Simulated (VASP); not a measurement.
Band gaps of Mg2Ge (space group Fm-3m) from VASP (PAW), without and with spin-orbit coupling. Semilocal levels are at their own relaxed cell, hybrids and mBJ at PBE's; 0.00 means no gap at that level.

The cell of the LDA run:

```cif
data_Ge4Mg8
_chemical_formula_sum 'Mg8 Ge4'
_space_group_name_H-M_alt 'Fm-3m'
_space_group_IT_number 225
_space_group_name_Hall '-F 4 2 3'
_cell_length_a 6.26544
_cell_length_b 6.26544
_cell_length_c 6.26544
_cell_angle_alpha 90.000
_cell_angle_beta 90.000
_cell_angle_gamma 90.000
loop_
_atom_site_label
_atom_site_type_symbol
_atom_site_symmetry_multiplicity
_atom_site_Wyckoff_symbol
_atom_site_fract_x
_atom_site_fract_y
_atom_site_fract_z
_atom_site_occupancy
Mg1 Mg 8 c 0.25000 0.25000 0.25000 1
Ge1 Ge 4 a 0.00000 0.00000 0.00000 1
```
(The calculation used a cell of 3 atoms; values per cell refer to that cell.)

```
level  gap without SOC (eV)  gap with SOC (eV)  shift (eV)
-----  --------------------  -----------------  ----------
LDA                    0.09         (withheld)  (withheld)
```

Problem. Complete the blanks.

Solution. 
- LDA, gap with SOC (eV): 0.02
- LDA, shift (eV): -0.07

Only levels that ran to the end are used. Left out are those held back, those with too coarse a band path, GW runs whose mesh misses a band edge, hybrids' fits of cells that aren't cubic and levels without matching references; a question may draw on a part of the rest.

The structure comes from a computed database's Mg2Ge entry (Fm-3m); how it stands against other phases isn't given here. It was relaxed first. Symmetry was kept, so distortions that lower it aren't found.
